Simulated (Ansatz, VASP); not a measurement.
# Bi (bismuthene 3 layers, AB): VASP beside Ansatz, part 2 of 2

Aim: how closely do two programs agree when they are given the same cell, functional and k mesh?

VASP 6.6.1 and Ansatz 0.2.0.

So far: The starting structure; Ansatz: band structure, PBE.

## (3) VASP: band structure, PBE

Level of this step: PBE; plane waves and PAW (Bi) (VASP).

The same cell, functional, mesh and smearing now go to VASP, with its own data sets and cutoff.

Lines of VASP's logs that name or quote its potential files are left out, and so is its time.

INCAR reads:

```
SYSTEM = Bi
PREC = Normal
ENCUT = 300
EDIFF = 1E-06
NELM = 120
ISMEAR = -1
SIGMA = 0.05
LREAL = .FALSE.
ALGO = Fast
GGA = PE
NBANDS = 31
LORBIT = 11
LWAVE = .FALSE.
LCHARG = .TRUE.
IDIPOL = 3
LDIPOL = .TRUE.
DIPOL = 0.5 0.5 0.5
LVHAR = .TRUE.
LVACPOTAV = .TRUE.
LELF = .TRUE.
NEDOS = 1500
```

POSCAR reads:

```
Bi
1.0
    4.4375250886      0.0000000000      0.0000000000
   -2.2187625443      3.8430094566      0.0000000000
    0.0000000000      0.0000000000     29.2200000000
Bi
6
Direct
    0.6666666667      0.3333333333      0.3114180764
    0.3333333333      0.6666666667      0.3692486924
    0.0000000000      0.0000000000      0.4585147985
    0.6666666667      0.3333333333      0.5163225374
    0.6666666667      0.3333333333      0.6433459438
    0.3333333333      0.6666666667      0.7011499515
```

KPOINTS reads:

```
Automatic mesh
0
Gamma
12 12 1
0 0 0
```

KPOINTS_OPT reads:

```
Line mode
14
Line-mode
Reciprocal
  0.00000000   0.00000000   0.00000000 GAMMA
  0.50000000   0.00000000   0.00000000 M

  0.50000000   0.00000000   0.00000000 M
  0.33333333   0.33333333   0.00000000 K

  0.33333333   0.33333333   0.00000000 K
  0.00000000   0.00000000   0.00000000 GAMMA
```

The projector-augmented-wave data sets are Bi (PBE family, release 64).

Run with:

```console
mpirun -np 2 vasp_std
```

Numbers of over 12 decimals in the logs are rounded to 6 here.

The log of the run:

```text
[banner, memory and clock lines left out]
running    2 mpi-ranks, on    1 nodes
 distrk:  each k-point on    2 cores,    1 groups
 distr:  one band on    1 cores,    2 groups

 POSCAR found type information on POSCAR Bi
 POSCAR found :  1 types and       6 ions
 LDA part: xc-table for (Slater+PW92), standard interpolation
|                                                                             |
|           W    W    AA    RRRRR   N    N  II  N    N   GGGG   !!!           |
|           W    W   A  A   R    R  NN   N  II  NN   N  G    G  !!!           |
|           W    W  A    A  R    R  N N  N  II  N N  N  G       !!!           |
|           W WW W  AAAAAA  RRRRR   N  N N  II  N  N N  G  GGG   !            |
|           WW  WW  A    A  R   R   N   NN  II  N   NN  G    G                |
|           W    W  A    A  R    R  N    N  II  N    N   GGGG   !!!           |
|                                                                             |
|     The number of bands has been changed from the values supplied in        |
|     The orbitals not found in the WAVECAR file will be initialized with     |
|     random numbers, which is usually adequate. For correlated               |
|     calculations, however, you should redo the groundstate calculation.     |
|     I found NBANDS = 31. Now, NBANDS = 32.                                  |
|                                                                             |

 POSCAR, INCAR and KPOINTS ok, starting setup
 FFT: planning ... GRIDC
 FFT: planning ... GRID_SOFT
 FFT: planning ... GRID
 WAVECAR not read
 entering main loop
       N       E                     dE             d eps       ncg     rms          rms(c)
DAV:   1     0.126455760851E+03    0.12646E+03   -0.62637E+03  1216   0.426E+02
DAV:   2    -0.570611528510E+01   -0.13216E+03   -0.12484E+03  1720   0.939E+01
DAV:   3    -0.216332479433E+02   -0.15927E+02   -0.15695E+02  1592   0.358E+01
DAV:   4    -0.228750989263E+02   -0.12419E+01   -0.12413E+01  1728   0.922E+00
DAV:   5    -0.228930343437E+02   -0.17935E-01   -0.17935E-01  1848   0.154E+00    0.442E+00
RMM:   6    -0.228156771285E+02    0.77357E-01   -0.32589E-02  1476   0.645E-01    0.262E+00
RMM:   7    -0.227819693979E+02    0.33708E-01   -0.81924E-02  1537   0.102E+00    0.365E-01
RMM:   8    -0.227755358614E+02    0.64335E-02   -0.17879E-02  1609   0.458E-01    0.298E-01
RMM:   9    -0.227706776473E+02    0.48582E-02   -0.27711E-03  1596   0.193E-01    0.201E-01
RMM:  10    -0.227708298388E+02   -0.15219E-03   -0.78064E-04  1631   0.944E-02    0.958E-02
RMM:  11    -0.227705288534E+02    0.30099E-03   -0.11305E-03  1536   0.101E-01    0.559E-02
RMM:  12    -0.227705908531E+02   -0.62000E-04   -0.11710E-04  1655   0.372E-02    0.224E-02
RMM:  13    -0.227706888736E+02   -0.98021E-04   -0.17464E-04  1528   0.352E-02    0.845E-03
RMM:  14    -0.227707642900E+02   -0.75416E-04   -0.41919E-05  1527   0.166E-02    0.574E-03
RMM:  15    -0.227708946147E+02   -0.13032E-03   -0.24380E-05  1614   0.121E-02    0.372E-03
RMM:  16    -0.227709098468E+02   -0.15232E-04   -0.46828E-06  1488   0.580E-03    0.279E-03
RMM:  17    -0.227709330911E+02   -0.23244E-04   -0.21409E-06  1345   0.356E-03    0.127E-03
RMM:  18    -0.227709405444E+02   -0.74534E-05   -0.91488E-07  1331   0.224E-03    0.659E-04
RMM:  19    -0.227709495035E+02   -0.89591E-05   -0.53795E-07  1247   0.150E-03    0.535E-04
RMM:  20    -0.227709542343E+02   -0.47308E-05   -0.16728E-07  1141   0.103E-03    0.214E-04
RMM:  21    -0.227709587701E+02   -0.45358E-05   -0.88827E-08  1024   0.851E-04    0.141E-04
RMM:  22    -0.227709605673E+02   -0.17972E-05   -0.53410E-08   977   0.754E-04    0.755E-05
RMM:  23    -0.227709608442E+02   -0.27688E-06   -0.77480E-09   786   0.658E-04
|                                                                             |
|           W    W    AA    RRRRR   N    N  II  N    N   GGGG   !!!           |
|           W    W   A  A   R    R  NN   N  II  NN   N  G    G  !!!           |
|           W    W  A    A  R    R  N N  N  II  N N  N  G       !!!           |
|           W WW W  AAAAAA  RRRRR   N  N N  II  N  N N  G  GGG   !            |
|           WW  WW  A    A  R   R   N   NN  II  N   NN  G    G                |
|           W    W  A    A  R    R  N    N  II  N    N   GGGG   !!!           |
|                                                                             |
|     Did not find any points to average over, which means that no vacuum     |
|     field-free region was found. Please increase the size of  your cell     |
|     in the dimension of the dipole correction to obtain accurate            |
|     workfunction values.                                                    |
|                                                                             |

   1 F= -.22770961E+02 E0= -.22766608E+02  d E =-.870605E-02
 Start KPOINTS_OPT (optional k-point list driver)
k-point batch [1-19\42]
       N       E                     dE             ncg
DAV:   1    -0.230753322200E+03   -0.72344E+04     1216
DAV:   2    -0.271528424024E+04   -0.24845E+04     1784
DAV:   3    -0.302188941994E+04   -0.30661E+03     1536
DAV:   4    -0.304318831167E+04   -0.21299E+02     1720
DAV:   5    -0.304351844778E+04   -0.33014E+00     1784
DAV:   6    -0.304352754927E+04   -0.91015E-02     1704
DAV:   7    -0.304352768131E+04   -0.13204E-03     1784
DAV:   8    -0.304352768669E+04   -0.53844E-05     1344
DAV:   9    -0.304352768685E+04   -0.15928E-06      992
[...]
k-point batch [39-42\42]
       N       E                     dE             ncg
DAV:   1     0.794216976955E+04   -0.66767E+02      256
DAV:   2     0.739889261395E+04   -0.54328E+03      408
DAV:   3     0.732666178090E+04   -0.72231E+02      328
DAV:   4     0.732283215454E+04   -0.38296E+01      376
DAV:   5     0.732278890463E+04   -0.43250E-01      392
DAV:   6     0.732278802797E+04   -0.87666E-03      360
DAV:   7     0.732278801512E+04   -0.12849E-04      392
DAV:   8     0.732278801477E+04   -0.35175E-06      296
```

From OUTCAR (step 3):

```text
ion  position               nearest neighbor table
   1  0.667  0.333  0.311-   2 3.07   2 3.07   2 3.07
   2  0.333  0.667  0.369-   1 3.07   1 3.07   1 3.07   3 3.66   3 3.66   3 3.66
   3  0.000  0.000  0.459-   4 3.07   4 3.07   4 3.07   2 3.66   2 3.66   2 3.66
   4  0.667  0.333  0.516-   3 3.07   3 3.07   3 3.07   5 3.71
   5  0.667  0.333  0.643-   6 3.07   6 3.07   6 3.07   4 3.71
   6  0.333  0.667  0.701-   5 3.07   5 3.07   5 3.07

  LATTYP: Found a hexagonal cell.
 ALAT       =     4.4375250886
 C/A-ratio  =     6.5847515037

 Subroutine GETGRP returns: Found  6 space group operations
 (whereof  6 operations were pure point group operations)

The static configuration has the point symmetry C_3v.

 Found     19 irreducible k-points:

   k-points           NKPTS =     19   k-points in BZ     NKDIM =     19   number of bands    NBANDS=     32

   dimension x,y,z NGX =    20 NGY =   20 NGZ =  126
   dimension x,y,z NGXF=    40 NGYF=   40 NGZF=  252

   ENCUT  =  300.0 eV  22.05 Ry    4.70 a.u.   6.27  6.27 41.27*2*pi/ulx,y,z

   NELECT =      30.0000    total number of electrons

 k-points in reciprocal lattice and weights: Automatic mesh
   0.00000000  0.00000000  0.00000000       0.007
   0.08333333 -0.00000000  0.00000000       0.042
   0.16666667 -0.00000000  0.00000000       0.042
   0.25000000 -0.00000000  0.00000000       0.042
   0.33333333  0.00000000  0.00000000       0.042
   0.41666667  0.00000000  0.00000000       0.042
   0.50000000 -0.00000000  0.00000000       0.021
   0.08333333  0.08333333  0.00000000       0.042
   0.16666667  0.08333333  0.00000000       0.083
[...]
0.33333333  0.25000000  0.00000000       0.083
   0.33333333  0.33333333  0.00000000       0.014

 dipolmoment           0.000000      0.000000     -0.002603 electrons x Angstroem

 average (electrostatic) potential at core
       1 -66.9822       2 -67.0375       3 -67.0520       4 -67.0257       5 -67.0246
       6 -66.9966

 E-fermi :   0.1321

 k-point     1 :       0.0000    0.0000    0.0000
  band No.  band energies     occupation
    ...
     12      -0.5321      2.00000
     13      -0.4232      1.99997
     14      -0.4232      1.99997
     15      -0.3222      1.99977
     16      -0.2144      1.99805
     17       0.9449      0.00000
     18       1.5980      0.00000
     19       1.5980      0.00000
     20       1.7099      0.00000
     21       2.0757      0.00000
    ...

 k-point     2 :       0.0833   -0.0000    0.0000
  band No.  band energies     occupation
    ...
     11      -0.9144      2.00000
     12      -0.6610      2.00000
     13      -0.5601      2.00000
     14      -0.5172      2.00000
     15       0.0979      1.32951
     16       0.4563      0.00305
     17       0.9501      0.00000
     18       1.3743      0.00000
     19       1.7113      0.00000
     20       1.8241      0.00000
    ...

 k-point     3 :       0.1667   -0.0000    0.0000
  band No.  band energies     occupation
    ...
     11      -1.2846      2.00000
     12      -0.9677      2.00000
     13      -0.7714      2.00000
     14      -0.7267      2.00000
     15      -0.2378      1.99878
     16       0.6377      0.00008
     17       0.9568      0.00000
     18       1.5816      0.00000
     19       1.8869      0.00000
     20       1.9171      0.00000
    ...

  Total        0.0729113      0.0729113      0.1946504      0.0000000     -0.0000000     -0.0000000
  in kB        0.2344299      0.2344299      0.6258547      0.0000000     -0.0000000     -0.0000000
  external PRESSURE =       0.3649049 kB  Pullay stress =       0.0000000 kB

  energy-cutoff  :      300.00
  volume of cell :      498.30
      direct lattice vectors                 reciprocal lattice vectors
     4.437525089  0.000000000  0.000000000     0.225350839  0.130106367  0.000000000
    -2.218762544  3.843009457  0.000000000     0.000000000  0.260212735  0.000000000
     0.000000000  0.000000000 29.220000000     0.000000000  0.000000000  0.034223135

 POSITION                                       TOTAL-FORCE (eV/Angst)
 -----------------------------------------------------------------------------------
      2.21876      1.28100      9.09964         0.000000     -0.000000      0.004006
     -0.00000      2.56201     10.78945         0.000000      0.000000     -0.018653
      0.00000      0.00000     13.39780        -0.000000      0.000000     -0.001495
      2.21876      1.28100     15.08694        -0.000000      0.000000     -0.013267
      2.21876      1.28100     18.79857        -0.000000     -0.000000      0.013797
     -0.00000      2.56201     20.48760        -0.000000     -0.000000      0.015612
 -----------------------------------------------------------------------------------
    total drift:                                0.000000      0.000000     -0.000058

  FREE ENERGIE OF THE ION-ELECTRON SYSTEM (eV)
  ---------------------------------------------------
  free  energy   TOTEN  =       -22.7709608442 eV

  energy  without entropy=      -22.7622547934  energy(sigma->0) =      -22.76660782

 vacuum level on the upper side and lower side of the slab         3.940         3.967

 total charge
# of ion       s       p       d       tot
------------------------------------------
    1        1.736   1.917   0.049   3.702
    2        1.741   1.911   0.067   3.719
    3        1.741   1.911   0.067   3.720
    4        1.743   1.911   0.053   3.707
    5        1.742   1.909   0.054   3.705
    6        1.735   1.917   0.050   3.702
--------------------------------------------------
tot         10.438  11.477   0.341  22.256

[... 3 further parts left out ...]
```

The data set Bi keeps the semicore shell frozen, which is cheaper and a little less accurate.

## (4) Comparison

Known differences besides the PAW data sets themselves: the data sets hold 90 valence electrons in Ansatz (default PAW (the set named soft_2) files) and 30 in VASP; the cutoff is 420 eV in Ansatz and 300 eV in VASP (PREC = Normal); VASP leaves aspherical gradient terms in its spheres out (LASPH is not set), Ansatz keeps them. Total energies have different zeros and are not compared.

The two programs side by side:

| quantity | Ansatz | VASP | difference |
| --- | --- | --- | --- |
| work function, lower of the two faces (eV) | 3.80 | 3.81 | -0.01 |
| work function, higher of the two faces (eV) | 3.83 | 3.83 | -0.01 |

At this near-relaxed geometry the largest component of a force difference is 52 meV/Å. Levels from 3 eV below to 2 eV above the Fermi level differ by 9 meV r.m.s. and 24 meV at most; each VASP level is matched to the nearest of Ansatz, which flatters the figure a little.

## (5) Looking for the cause

The difference is large enough to ask for its cause, so further runs change the set-up of one program at a time, as the table lists.

| run | r.m.s. force difference (meV/Å) |
| --- | --- |
| as above | 25 |
| Ansatz's larger PAW set (cutoff 600 eV) | 19 |
| norm-conserving potentials (cutoff 898 eV) | 19 |

## (6) What came out

* r.m.s. force difference (band structure, PBE): 25 meV/Å

**Reading.** The r.m.s. force difference is 25 meV/Å (band structure, PBE), beyond the 12 meV/Å picked in this series as the mark of a large difference. For band structure, PBE: no further run halves the r.m.s. force difference; only Ansatz's side was varied, and Ansatz's runs with other potentials lie closer to each other than to VASP, which for this quantity points to VASP's side; this was not tested here. How closely two codes agree says nothing of how well the functional describes the real material.

[Lines on the potential files, build, host, timing and source positions are cut from VASP's logs without a mark.]

[Logs are printed without paths, hosts, clocks, repeated set-up lines and the standing remarks that a program may print on its own settings, such as how far it seeks lower states.]

[Hosts, paths, dates, database ids (printed as entryN), source tags and the programs' standing remarks are cut or masked in the printed files.]
